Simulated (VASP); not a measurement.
Data:

```xyz
2
Lattice="2.8990 0.0000 0.0000 0.0000 2.8990 0.0000 0.0000 0.0000 2.8990" Properties=species:S:1:pos:R:3 pbc="T T T"
Cr     0.0000     0.0000     0.0000
B      1.4495     1.4495     1.4495
```
Starting moments (μB, in the order of the record's atoms Cr B): 3.0 0.0.

Computed with PBEsol GGA, VASP's PBE PAW potentials (set 64) (plane waves; VASP). Settings: 520 eV cut-off, 11×11×11 Γ-centred mesh, first-order Methfessel-Paxton smearing of 0.10 eV, potentials Cr_pv B.

Energy and stress use the plane-wave basis of the starting cell. The moments were started parallel, and other spin orders were not tried in this run.

Task: The ions, cell shape and volume are relaxed. Predict the relaxed structure.

Result: 
```xyz
2
Lattice="2.5483 0.0000 0.0000 0.0000 2.5483 0.0000 0.0000 0.0000 2.5483" Properties=species:S:1:pos:R:3 pbc="T T T"
Cr     0.0000     0.0000     0.0000
B      1.2742     1.2742     1.2742
```
Space group Pm-3m (221), at a tolerance of 0.03 Å. The cell ends with 0.00 μB, on the sites 0.00 0.00 μB.

Task: How do energy and volume change from the first to the last step?

Result: The energy (σ→0) changes by -791.9 meV/atom and the volume by -32.1 %, in 15 ionic steps.

The structure was generated: CrB was put into the CsCl type type (Pm-3m), which need not be its known phase. This run relaxes it. Symmetry was kept, so distortions that lower it aren't found.
